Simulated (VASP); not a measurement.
Level of theory: r2SCAN meta-GGA, VASP's PBE PAW potentials (set 64) (plane waves; VASP).

VASP input:

File POSCAR:
```
Hf
1.0
  1.5744335358  -2.7269988370   0.0000000000
  1.5744335358   2.7269988370   0.0000000000
  0.0000000000   0.0000000000   4.9684455989
Hf
2
direct
  0.3333330000   0.6666670000   0.2500000000
  0.6666670000   0.3333330000   0.7500000000
```

File KPOINTS:
```
K-points
0
Gamma
 13 13 8
0 0 0
```

**INCAR**
```
! general
SYSTEM  = Hf
PREC    = Accurate
ENCUT   = 500   ! plane-wave cut-off (eV)
LREAL   = .FALSE.   ! projection in real space or not
LASPH   = .TRUE.   ! aspherical one-centre terms

! electronic loop
EDIFF   = 1E-6
NELM    = 100   ! most electronic steps
ALGO    = Normal
LMAXMIX = 6   ! l cut-off of mixed one-centre charges
LMIXTAU = .TRUE.

! smearing
ISMEAR  = 1
SIGMA   = 0.1   ! width (eV)

! functional
METAGGA = R2SCAN

! ions
IBRION  = 2
NSW     = 40   ! most ionic steps
ISIF    = 3
EDIFFG  = -0.02   ! ionic stop
PSTRESS = 100

! output
LWAVE   = .FALSE.
LCHARG  = .FALSE.
```

POTCAR, in this order: Hf_pv (PBE.64 set). Program: vasp_std.

The resulting files:

OUTCAR:
```
 ion  position               nearest neighbor table
   1  0.333  0.667  0.250-   2 3.08   2 3.08   2 3.08   2 3.08   2 3.08   2 3.08
   2  0.667  0.333  0.750-   1 3.08   1 3.08   1 3.08   1 3.08   1 3.08   1 3.08
  LATTYP: Found a hexagonal cell.
 ALAT       =     3.1488670368
 C/A-ratio  =     1.5778518244
 Subroutine PRICEL returns:
 Original cell was already a primitive cell.
 Subroutine GETGRP returns: Found 24 space group operations
The static configuration has the point symmetry D_3d.
 The point group associated with its full space group is D_6h.
The dynamic configuration has the point symmetry D_3d.
 Subroutine INISYM returns: Found 24 space group operations
 Subroutine IBZKPT returns following result:
 Found    105 irreducible k-points:

 Following reciprocal coordinates:
            Coordinates               Weight
  0.000000  0.000000  0.000000      1.000000
  0.076923  0.000000  0.000000      6.000000
  0.153846  0.000000  0.000000      6.000000
  0.230769  0.000000  0.000000      6.000000
  0.307692  0.000000  0.000000      6.000000
  0.384615  0.000000  0.000000      6.000000
  0.461538 -0.000000  0.000000      6.000000
  0.076923  0.076923  0.000000      6.000000
  0.153846  0.076923  0.000000     12.000000
  0.230769  0.076923  0.000000     12.000000
  0.307692  0.076923  0.000000     12.000000
  0.384615  0.076923  0.000000     12.000000
  0.461538  0.076923  0.000000      6.000000
  0.153846  0.153846  0.000000      6.000000
  0.230769  0.153846  0.000000     12.000000
  0.307692  0.153846  0.000000     12.000000
  0.384615  0.153846  0.000000     12.000000
  0.230769  0.230769  0.000000      6.000000
  0.307692  0.230769  0.000000     12.000000
  0.384615  0.230769  0.000000      6.000000
  0.307692  0.307692  0.000000      6.000000
  0.000000  0.000000  0.125000      2.000000
  0.076923  0.000000  0.125000     12.000000
  0.153846  0.000000  0.125000     12.000000
  0.230769  0.000000  0.125000     12.000000
  0.307692  0.000000  0.125000     12.000000
  0.384615  0.000000  0.125000     12.000000
  0.461538 -0.000000  0.125000     12.000000
  0.076923  0.076923  0.125000     12.000000
  0.153846  0.076923  0.125000     24.000000
  0.230769  0.076923  0.125000     24.000000
  0.307692  0.076923  0.125000     24.000000
  0.384615  0.076923  0.125000     24.000000
  0.461538  0.076923  0.125000     12.000000
  0.153846  0.153846  0.125000     12.000000
  0.230769  0.153846  0.125000     24.000000
  0.307692  0.153846  0.125000     24.000000
  0.384615  0.153846  0.125000     24.000000
  0.230769  0.230769  0.125000     12.000000
  0.307692  0.230769  0.125000     24.000000
   k-points           NKPTS =    105   k-points in BZ     NKDIM =    105   number of bands    NBANDS=     14
   number of dos      NEDOS =    301   number of ions     NIONS =      2
   total plane-waves  NPLWV =  20736
   dimension x,y,z NGX =    24 NGY =   24 NGZ =   36
   dimension x,y,z NGXF=    48 NGYF=   48 NGZF=   72
   ions per type =               2
   PREC   = accura    normal or accurate (medium, high low for compatibility)
   ISTART =      0    job   : 0-new  1-cont  2-samecut
   ICHARG =      2    charge: 1-file 2-atom 10-const
   ISPIN  =      1    spin polarized calculation?
   LNONCOLLINEAR =      F non collinear calculations
   LSORBIT =      F    spin-orbit coupling
   INIWAV =      1    electr: 0-lowe 1-rand  2-diag
   ENCUT  =  500.0 eV  36.75 Ry    6.06 a.u.   5.74  5.74  9.06*2*pi/ulx,y,z
   NELM   =    100;   NELMIN=  2; NELMDL= -5     # of ELM steps
   EDIFF  = 0.1E-05   stopping-criterion for ELM
   LREAL  =      F    real-space projection
...
```

OSZICAR:
```
       N       E                     dE             d eps       ncg     rms          rms(c)
DAV:   1    -0.259553168766E+02   -0.25955E+02   -0.11996E+04  2964   0.138E+03
DAV:   2    -0.939085065479E+02   -0.67953E+02   -0.66719E+02  3708   0.274E+02
DAV:   3    -0.958684313589E+02   -0.19599E+01   -0.19306E+01  3978   0.317E+01
DAV:   4    -0.958862858852E+02   -0.17855E-01   -0.17849E-01  3414   0.380E+00
DAV:   5    -0.958865803105E+02   -0.29443E-03   -0.29439E-03  4048   0.388E-01    0.738E+01
DAV:   6    -0.908134167041E+02    0.50732E+01   -0.82199E-01  3048   0.926E+00    0.422E+01
DAV:   7    -0.883191110309E+02    0.24943E+01   -0.20318E+00  3146   0.118E+01    0.570E+00
DAV:   8    -0.912204799658E+02   -0.29014E+01   -0.14988E+00  3096   0.981E+00    0.115E+01
DAV:   9    -0.902923983406E+02    0.92808E+00   -0.33339E-01  2976   0.716E+00    0.232E+00
DAV:  10    -0.904077127330E+02   -0.11531E+00   -0.21140E-01  3012   0.581E+00    0.335E+00
DAV:  11    -0.902545269454E+02    0.15319E+00   -0.31049E-02  3066   0.216E+00    0.569E-01
DAV:  12    -0.902768371117E+02   -0.22310E-01   -0.10221E-01  3000   0.365E+00    0.346E-01
DAV:  13    -0.902785479726E+02   -0.17109E-02   -0.22674E-03  3804   0.395E-01    0.369E-01
DAV:  14    -0.902773747359E+02    0.11732E-02   -0.68501E-04  3156   0.216E-01    0.170E-01
DAV:  15    -0.902774078292E+02   -0.33093E-04   -0.20756E-04  3414   0.113E-01    0.196E-01
DAV:  16    -0.902773857459E+02    0.22083E-04   -0.10995E-04  3168   0.753E-02    0.432E-02
DAV:  17    -0.902773882607E+02   -0.25149E-05   -0.85910E-06  3682   0.258E-02    0.623E-02
DAV:  18    -0.902773993500E+02   -0.11089E-04   -0.55450E-06  3222   0.284E-02    0.399E-02
DAV:  19    -0.902773758979E+02    0.23452E-04   -0.11243E-05  3204   0.313E-02    0.173E-02
DAV:  20    -0.902773818973E+02   -0.59993E-05   -0.54913E-07  1746   0.994E-03    0.765E-03
DAV:  21    -0.902773819105E+02   -0.13270E-07   -0.96525E-07  1692   0.908E-03
   1 F= -.87614516E+02 E0= -.87614923E+02  d E =-.876145E+02
       N       E                     dE             d eps       ncg     rms          rms(c)
DAV:   1    -0.906916829008E+02   -0.41430E+00   -0.19626E+01  2940   0.408E+01    0.116E+01
DAV:   2    -0.901658862595E+02    0.52580E+00   -0.12711E+00  2946   0.105E+01    0.312E+00
DAV:   3    -0.900045722671E+02    0.16131E+00   -0.32218E-01  2964   0.464E+00    0.176E+00
DAV:   4    -0.899784646123E+02    0.26108E-01   -0.52440E-02  3222   0.190E+00    0.139E+00
DAV:   5    -0.899767695794E+02    0.16950E-02   -0.99919E-03  3222   0.985E-01    0.312E-01
DAV:   6    -0.899776306286E+02   -0.86105E-03   -0.77365E-03  2982   0.951E-01    0.138E-01
DAV:   7    -0.899774123984E+02    0.21823E-03   -0.11828E-03  3204   0.412E-01    0.897E-02
DAV:   8    -0.899774940709E+02   -0.81672E-04   -0.18294E-04  3462   0.172E-01    0.193E-02
DAV:   9    -0.899775003945E+02   -0.63236E-05   -0.25029E-05  3348   0.602E-02    0.208E-02
DAV:  10    -0.899775045001E+02   -0.41057E-05   -0.12693E-06  2610   0.118E-02    0.410E-03
DAV:  11    -0.899775004962E+02    0.40040E-05   -0.43191E-07  1746   0.715E-03    0.204E-03
DAV:  12    -0.899775012474E+02   -0.75124E-06   -0.15956E-07  1656   0.477E-03
   2 F= -.87564797E+02 E0= -.87565246E+02  d E =0.497191E-01
       N       E                     dE             d eps       ncg     rms          rms(c)
DAV:   1    -0.904810477738E+02   -0.50355E+00   -0.79142E+00  2940   0.259E+01    0.833E+00
DAV:   2    -0.902824886892E+02    0.19856E+00   -0.58496E-01  3006   0.675E+00    0.203E+00
DAV:   3    -0.902229315181E+02    0.59557E-01   -0.10372E-01  2994   0.252E+00    0.919E-01
DAV:   4    -0.902084437829E+02    0.14488E-01   -0.33254E-02  3180   0.145E+00    0.611E-01
DAV:   5    -0.902091151009E+02   -0.67132E-03   -0.41930E-03  3360   0.674E-01    0.234E-01
DAV:   6    -0.902083105019E+02    0.80460E-03   -0.29701E-03  2994   0.596E-01    0.130E-01
DAV:   7    -0.902082568098E+02    0.53692E-04   -0.82632E-04  2964   0.356E-01    0.802E-02
DAV:   8    -0.902083978650E+02   -0.14106E-03   -0.15598E-04  3432   0.162E-01    0.218E-02
DAV:   9    -0.902083882387E+02    0.96264E-05   -0.24106E-05  3306   0.596E-02    0.186E-02
DAV:  10    -0.902084017689E+02   -0.13530E-04   -0.26174E-06  3426   0.203E-02    0.365E-03
DAV:  11    -0.902084011780E+02    0.59082E-06   -0.51587E-07  1704   0.891E-03
   3 F= -.87638894E+02 E0= -.87639317E+02  d E =-.243778E-01
       N       E                     dE             d eps       ncg     rms          rms(c)
DAV:   1    -0.902065599778E+02    0.18418E-02   -0.10851E-03  2958   0.301E-01    0.912E-02
DAV:   2    -0.902065265352E+02    0.33443E-04   -0.75039E-05  2994   0.777E-02    0.234E-02
DAV:   3    -0.902065184902E+02    0.80450E-05   -0.15458E-05  3018   0.311E-02    0.113E-02
DAV:   4    -0.902065171829E+02    0.13073E-05   -0.40350E-06  2930   0.161E-02    0.793E-03
DAV:   5    -0.902065194934E+02   -0.23105E-05   -0.56553E-07  1584   0.778E-03    0.191E-03
DAV:   6    -0.902065187446E+02    0.74881E-06   -0.42264E-07  1548   0.607E-03
   4 F= -.87638901E+02 E0= -.87639321E+02  d E =-.243847E-01
       N       E                     dE             d eps       ncg     rms          rms(c)
DAV:   1    -0.902065847416E+02   -0.65248E-04   -0.16041E-02  2952   0.109E+00    0.115E-01
DAV:   2    -0.902063958371E+02    0.18890E-03   -0.30648E-04  3840   0.141E-01    0.626E-02
DAV:   3    -0.902064127030E+02   -0.16866E-04   -0.27511E-05  3516   0.516E-02    0.413E-02
DAV:   4    -0.902063970762E+02    0.15627E-04   -0.54464E-05  3854   0.518E-02    0.258E-02
DAV:   5    -0.902064029680E+02   -0.58918E-05   -0.14349E-05  3440   0.326E-02    0.124E-02
DAV:   6    -0.902064033532E+02   -0.38517E-06   -0.33925E-07  1650   0.531E-03
   5 F= -.87638966E+02 E0= -.87639409E+02  d E =-.650069E-04
```

File OUTCAR:
```
------------------------ aborting loop because EDIFF is reached ----------------------------------------
  FORCE on cell =-STRESS in cart. coord.  units (eV):
  Direction    XX          YY          ZZ          XY          YZ          ZX
  --------------------------------------------------------------------------------------
  Total        2.5661082      2.5661081      2.5748506      0.0000000      0.0000000      0.0000000
  in kB       99.9482308     99.9482275    100.2887429      0.0000000      0.0000000      0.0000000
  external PRESSURE =       0.0617337 kB  Pullay stress =     100.0000000 kB
  volume of cell :       41.13
      direct lattice vectors                 reciprocal lattice vectors
     1.554263277 -2.692062920 -0.000000000     0.321695820 -0.185731172 -0.000000000
     1.554263277  2.692062920  0.000000000     0.321695820  0.185731172  0.000000000
     0.000000000 -0.000000000  4.915533302     0.000000000 -0.000000000  0.203436726
 POSITION                                       TOTAL-FORCE (eV/Angst)
 -----------------------------------------------------------------------------------
      1.55426      0.89736      1.22888         0.000000      0.000000      0.000000
      1.55426     -0.89736      3.68665        -0.000000     -0.000000      0.000000
 -----------------------------------------------------------------------------------
    total drift:                               -0.000000      0.000172     -0.000015
  FREE ENERGIE OF THE ION-ELECTRON SYSTEM (eV)
  ---------------------------------------------------
  free  energy   TOTEN  =       -90.2064033532 eV

  energy  without entropy=      -90.2077310090  energy(sigma->0) =      -90.20684591
  enthalpy is  TOTEN    =       -87.6389660433 eV   P V=        2.5674373099

 reached required accuracy - stopping structural energy minimisation
```
(Selected blocks of OUTCAR.)

CONTCAR:
```
Hf
   1.00000000000000
     1.5542632772071774   -2.6920629195290169   -0.0000000000000000
     1.5542632772071774    2.6920629195290169    0.0000000000000000
     0.0000000000000000   -0.0000000000000000    4.9155333016739506
  Hf
     2
Direct
     0.3333330000000032    0.6666669999999968    0.2500000000000000
     0.6666669999999968    0.3333330000000032    0.7500000000000000
```

Energy and stress use the plane-wave basis of the starting cell.

The compound is Hf in the hcp structure. This run relaxes it under an external pressure of 10 GPa. Symmetry was kept, so distortions that lower it aren't found.
